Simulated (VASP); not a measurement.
Data:

```
CELL_PARAMETERS angstrom
      0.00000     2.97000     2.97000
      2.97000     0.00000     2.97000
      2.97000     2.97000     0.00000
ATOMIC_POSITIONS crystal
  Pb 0.00000 0.00000 0.00000
  S  0.50000 0.50000 0.50000
```

The numbers are results of PBE GGA, VASP's PBE PAW potentials (set 64) (plane waves; VASP 6.6.1), not measurements. Settings: 300 eV cut-off, 7×7×7 Γ-centred mesh, Fermi-Dirac smearing of 0.050 eV, potentials Pb_d S.

Unless said otherwise, spin-orbit coupling is left out, though it shifts the bands of the heavy elements here.

Question: Give the energies of bands 7 to 13 at the high-symmetry points, in eV from the valence-band maximum.

Answer: 
```json
[
 {"band": "7", "Γ": "-6.04", "X": "-7.19", "U": "-7.96", "L": "-8.82", "W": "-7.93"},
 {"band": "8", "Γ": "-2.15", "X": "-5.16", "U": "-4.74", "L": "-1.76", "W": "-4.39"},
 {"band": "9", "Γ": "-2.15", "X": "-3.41", "U": "-2.91", "L": "-1.76", "W": "-4.39"},
 {"band": "10", "Γ": "-2.15", "X": "-3.41", "U": "-2.46", "L": "0.00", "W": "-1.01"},
 {"band": "11", "Γ": "5.21", "X": "3.89", "U": "3.33", "L": "0.38", "W": "2.20"},
 {"band": "12", "Γ": "5.21", "X": "5.57", "U": "4.13", "L": "1.98", "W": "4.67"},
 {"band": "13", "Γ": "5.21", "X": "5.67", "U": "5.05", "L": "1.98", "W": "4.67"}
]
```

The gap is direct, 0.38 eV, from the valence maximum at L to the conduction minimum at L.

The structure is a typed PbS crystal (Fm-3m). The cell was not relaxed at this level.
